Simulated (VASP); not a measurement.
Here is the system:

```
CELL_PARAMETERS angstrom
      5.29602     0.00000     0.00000
      0.00000     5.10271     0.00000
      0.00000     0.00000     5.11177
ATOMIC_POSITIONS crystal
  Hf 0.03000 0.26700 0.25000
  Hf 0.97000 0.73300 0.75000
  Hf 0.53000 0.73300 0.25000
  Hf 0.47000 0.26700 0.75000
  O  0.36100 0.06800 0.10600
  O  0.63900 0.93200 0.60600
  O  0.86100 0.93200 0.10600
  O  0.13900 0.06800 0.60600
  O  0.22900 0.53700 0.00000
  O  0.77100 0.46300 0.50000
  O  0.72900 0.46300 0.00000
  O  0.27100 0.53700 0.50000
```

Calculation: PBE GGA, VASP's PBE PAW potentials (set 64) (plane waves; VASP 6.6.1). Numerical set-up: 400 eV cut-off, 3×4×4 Γ-centred mesh, Fermi-Dirac smearing of 0.10 eV, potentials Hf_pv O.

At this cut-off the stress carries a Pulay error, which pulls relaxed volumes low.

Question: Which forces act on the atoms, in eV/Å?

Answer: 
```csv
atom,Fx,Fy,Fz
Hf1,0.183,-0.302,-0.012
Hf2,-0.183,0.302,-0.012
Hf3,0.183,0.302,-0.012
Hf4,-0.183,-0.302,-0.012
O5,0.155,-0.138,-0.013
O6,-0.155,0.138,-0.013
O7,0.155,0.138,-0.013
O8,-0.155,-0.138,-0.013
O9,-0.020,-0.052,0.025
O10,0.020,0.052,0.025
O11,-0.020,0.052,0.025
O12,0.020,-0.052,0.025
```

Question: Give the stress tensor in GPa (positive for a compressed cell).

Answer: 
```
-10.43    0.00    0.00
  0.00  -12.23    0.00
  0.00    0.00  -10.56
```
The pressure is its mean diagonal, -11.07 GPa.

The structure was generated: HfO2 was put into an ordered model structure, which need not be its known phase. The cell was not relaxed at this level.
